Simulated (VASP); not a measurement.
```
CELL_PARAMETERS angstrom
      4.79953     0.00000     0.00000
     -2.39976     4.15651     0.00000
      0.00000     0.00000     7.86052
ATOMIC_POSITIONS crystal
  Cs 0.66667 0.33333 0.00000
  Cs 0.33333 0.66667 0.50000
  H  0.66667 0.33333 0.62520
  H  0.33333 0.66667 0.12520
```

All values below come from PBE GGA, VASP's PBE PAW potentials (set 64) (plane waves; VASP 6.6.1). Settings: 300 eV cut-off, 6×6×3 Γ-centred mesh, Fermi-Dirac smearing of 0.050 eV, potentials Cs_sv H.

At this cut-off the stress carries a Pulay error, which pulls relaxed volumes low. Energy and stress use the plane-wave basis of the starting cell.

**Question.** The ions, cell shape and volume are relaxed. Predict the relaxed structure.

**Answer.** 
```
CELL_PARAMETERS angstrom
      5.24043     0.00000     0.00000
     -2.62021     4.53834     0.00000
      0.00000     0.00000     6.38725
ATOMIC_POSITIONS crystal
  Cs 0.66667 0.33333 0.06162
  Cs 0.33333 0.66667 0.56162
  H  0.66667 0.33333 0.56358
  H  0.33333 0.66667 0.06358
```
Space group P6_3/mmc (194), at a tolerance of 0.03 Å.

**Question.** How do energy and volume change from the first to the last step?

**Answer.** The energy (σ→0) changes by -27.6 meV/atom and the volume by -3.1 %, in 32 ionic steps.

The structure was generated: CsH was put into an ordered model structure, which need not be its known phase. This run relaxes it. Symmetry was kept, so distortions that lower it aren't found. The run is one of a series of settings (EDIFFG = -0.01, IBRION = 2, ISIF = 3, NSW = 50 against the base run), some of them coarse on purpose.
